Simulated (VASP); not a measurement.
Level of theory: RPBE GGA, VASP's PBE PAW potentials (set 64) (plane waves; VASP).

VASP ran on this input.

File POSCAR:
```
CdSe
1.0
  2.2063469357  -3.8215047322   0.0000000000
  2.2063469357   3.8215047322   0.0000000000
  0.0000000000   0.0000000000   7.1839467809
Cd Se
2 2
Cartesian
  2.2063469357  -1.2738374584   3.5927685959
  2.2063469357   1.2738374584   0.0007952054
  2.2063469357  -1.2738374584   6.2923421746
  2.2063469357   1.2738374584   2.7003687842
```

KPOINTS:
```
Automatic mesh
0
Gamma
6 6 3
0 0 0
```

### INCAR
```
ALGO = Normal
EDIFF = 1E-7
EDIFFG = -0.01
ENCUT = 520
GGA = RP
IBRION = 2
ISIF = 4
ISMEAR = 0
LASPH = .TRUE.
LCHARG = .FALSE.
LMAXMIX = 4
LREAL = .FALSE.
LWAVE = .FALSE.
NELM = 100
NSW = 30
PREC = Accurate
SIGMA = 0.05
SYSTEM = CdSe
```

POTCAR, in this order: Cd Se (PBE.64 set). Program: vasp_std.

Question: What will the output report for the number of irreducible k-points (NKPTS), largest plane-wave count, number of space-group operations, FFT grid (NGX, NGY, NGZ)?

Answer: 
```
Property                                      Result
--------------------------------------  ------------
number of irreducible k-points (NKPTS)            14
largest plane-wave count                        3285
number of space-group operations                  12
FFT grid (NGX, NGY, NGZ)                36 × 36 × 54
```

The compound is CdSe in the wurtzite structure. This cell is one point of a volume scan, at 0.97 of the reference volume. Symmetry was kept, so distortions that lower it aren't found.
